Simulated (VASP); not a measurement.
Method: PBE GGA, VASP's PBE PAW potentials (set 64) (plane waves; VASP).

The input files of a VASP run:

### KPOINTS
```
K-points
0
Gamma
  5 5 5
```

### INCAR
```
SYSTEM = SrCl2
PREC = Accurate
ENCUT = 800
EDIFF = 1E-6
NELM = 100
ALGO = Normal
LREAL = .FALSE.
LASPH = .TRUE.
ISMEAR = 0
SIGMA = 0.05
GGA = PE
LMAXMIX = 4
LWAVE = .FALSE.
LCHARG = .FALSE.
ISIF = 2
```

### POSCAR
```
SrCl2
1
    0.0000000000     3.4474220000     3.5011510000
    3.4734590000     0.0000000000     3.5011510000
    3.4734590000     3.4474220000     0.0000000000
Sr Cl
1 2
Direct
  0.0000000000   0.0000000000   0.0000000000
  0.2500000000   0.2500000000   0.2500000000
  0.7416400000   0.7583600000   0.7583600000
```

POTCAR, in this order: Sr_sv Cl_h (PBE.64 set). Program: vasp_std.

What VASP printed:

OSZICAR:
```
       N       E                     dE             d eps       ncg     rms          rms(c)
DAV:   1     0.174752288254E+03    0.17475E+03   -0.14716E+04  1248   0.188E+03
DAV:   2    -0.120295948718E+01   -0.17596E+03   -0.17263E+03  1680   0.289E+02
DAV:   3    -0.127636313602E+02   -0.11561E+02   -0.11552E+02  1816   0.732E+01
DAV:   4    -0.130348907632E+02   -0.27126E+00   -0.27117E+00  2088   0.101E+01
DAV:   5    -0.130399501416E+02   -0.50594E-02   -0.50593E-02  1888   0.105E+00    0.133E+01
DAV:   6    -0.127496060218E+02    0.29034E+00   -0.76571E-01  1688   0.511E+00    0.855E+00
DAV:   7    -0.127622118347E+02   -0.12606E-01   -0.47149E-01  2024   0.440E+00    0.171E+00
DAV:   8    -0.127649058054E+02   -0.26940E-02   -0.69943E-02  1592   0.154E+00    0.295E-01
DAV:   9    -0.127667319938E+02   -0.18262E-02   -0.27177E-03  1800   0.351E-01    0.121E-01
DAV:  10    -0.127679380815E+02   -0.12061E-02   -0.95851E-04  1472   0.210E-01    0.396E-02
DAV:  11    -0.127680457952E+02   -0.10771E-03   -0.14933E-04  1928   0.726E-02    0.433E-02
DAV:  12    -0.127680512737E+02   -0.54786E-05   -0.16032E-05  1640   0.233E-02    0.152E-02
DAV:  13    -0.127680544034E+02   -0.31297E-05   -0.10509E-05  1680   0.182E-02    0.484E-03
DAV:  14    -0.127680544503E+02   -0.46850E-07   -0.45717E-07  1312   0.499E-03
   1 F= -.12768054E+02 E0= -.12768054E+02  d E =-.265527E-11
```

File OUTCAR:
```
------------------------ aborting loop because EDIFF is reached ----------------------------------------
  FORCE on cell =-STRESS in cart. coord.  units (eV):
  Direction    XX          YY          ZZ          XY          YZ          ZX
  --------------------------------------------------------------------------------------
  Total        0.8595226      1.0536593      0.6300831      0.0000000      0.1597384      0.0000000
  in kB       16.4236773     20.1332233     12.0395702      0.0000000      3.0522670      0.0000000
  external PRESSURE =      16.1988236 kB  Pullay stress =       0.0000000 kB
  volume of cell :       83.85
      direct lattice vectors                 reciprocal lattice vectors
     0.000000000  3.447422000  3.501151000    -0.143948727  0.145035914  0.142810179
     3.473459000  0.000000000  3.501151000     0.143948727 -0.145035914  0.142810179
     3.473459000  3.447422000  0.000000000     0.143948727  0.145035914 -0.142810179
 POSITION                                       TOTAL-FORCE (eV/Angst)
 -----------------------------------------------------------------------------------
      0.00000      0.00000      0.00000         0.084576      0.000000     -0.000000
      1.73673      1.72371      1.75058         0.085980      0.000000      0.000000
      5.26826      5.17113      5.25173        -0.170555      0.000000      0.000000
 -----------------------------------------------------------------------------------
    total drift:                                0.000071     -0.000000     -0.000000
  FREE ENERGIE OF THE ION-ELECTRON SYSTEM (eV)
  ---------------------------------------------------
  free  energy   TOTEN  =       -12.7680544503 eV

  energy  without entropy=      -12.7680544503  energy(sigma->0) =      -12.76805445
```
(Selected blocks of OUTCAR.)

**OUTCAR**
```
 val. band max:        0.5346708077   @ k =  -0.4000   0.0000   0.4000

 cond. band min:       5.9335942488   @ k =   0.0000   0.0000   0.0000


 Fermi energy:         0.7562823316

 k-point     1 :       0.0000    0.0000    0.0000
  band No.  band energies     occupation
      1     -32.2899      2.00000
      2     -14.2898      2.00000
      3     -14.2884      2.00000
      4     -14.2857      2.00000
      5     -12.7894      2.00000
      6     -11.9114      2.00000
      7      -1.6422      2.00000
      8      -1.6157      2.00000
      9      -1.5801      2.00000
     10       0.1534      2.00000
     11       0.2197      2.00000
     12       0.2734      2.00000
     13       5.9336      0.00000
     14       6.5989      0.00000
     15       6.6885      0.00000
     16       9.5341      0.00000

 k-point     2 :       0.2000    0.0000   -0.0000
  band No.  band energies     occupation
      1     -32.2887      2.00000
      2     -14.4215      2.00000
      3     -14.2941      2.00000
      4     -14.2923      2.00000
      5     -12.5653      2.00000
      6     -11.9920      2.00000
      7      -1.4716      2.00000
      8      -1.4445      2.00000
      9      -1.3522      2.00000
     10      -0.2249      2.00000
     11      -0.0231      2.00000
     12       0.0307      2.00000
     13       6.7115      0.00000
     14       6.9035      0.00000
     15       6.9800      0.00000
     16       8.4724      0.00000

 k-point     3 :      -0.0000    0.0000    0.2000
  band No.  band energies     occupation
      1     -32.2888      2.00000
      2     -14.4124      2.00000
      3     -14.2938      2.00000
      4     -14.2917      2.00000
      5     -12.5842      2.00000
      6     -11.9850      2.00000
      7      -1.4896      2.00000
      8      -1.4695      2.00000
      9      -1.3394      2.00000
     10      -0.2108      2.00000
     11      -0.0149      2.00000
     12       0.0399      2.00000
     13       6.7347      0.00000
...
```

The compound is SrCl2 in the fluorite structure. The cell was not relaxed at this level, atoms are displaced from their ideal sites. The run is one of a series of settings (ENCUT = 800, POTCAR Sr_sv Cl_h (PBE.64 set) against the base run), some of them coarse on purpose.
